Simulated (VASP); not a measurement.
Runs of VASP 6.6.1 on SrMg. All rows change the cell; the cell of one of them follows. It takes space group I4/mmm (No. 139, tetragonal). Conventional cell: a = 4.949 Å, b = 4.949 Å, c = 6.439 Å, α = 90.00°, β = 90.00°, γ = 90.00°. Around Sr (site symmetry 4/mmm) lie 6 Mg at 3.22 to 3.50 Å. Mg (site symmetry 4/mmm) is surrounded by 6 Sr at 3.22 to 3.50 Å. The cell comes from a database or a generator and needn't be the stable form of this composition.

| cell | gap on the mesh (eV) | pressure (GPa) |
| --- | --- | --- |
| strain +0.000 along x and y, -0.080 along z, atoms carried along | none | (a) |
| strain +0.080 along x and y, -0.080 along z, atoms carried along | none | -1.4 |
| strain -0.080 along x and y, +0.080 along z, atoms carried along | none | 1.0 |
| strain -0.080 along x and y, -0.080 along z, atoms carried along | none | 4.0 |

Alike in all rows: task single point; level LDA; potentials or basis VASP PAW LDA potentials, release 64 (Sr_sv, Mg); no spin polarisation; k mesh 12 × 12 × 12; cutoff (eV) 520; smearing gaussian 0.15 eV.

Question: Fill in the values left out.

Answer: (a) 0.2.

A k mesh can miss the band edges, and the runs leave out spin-orbit coupling on Sr.

A gap of «none» marks a metal or a gap under the smearing width.
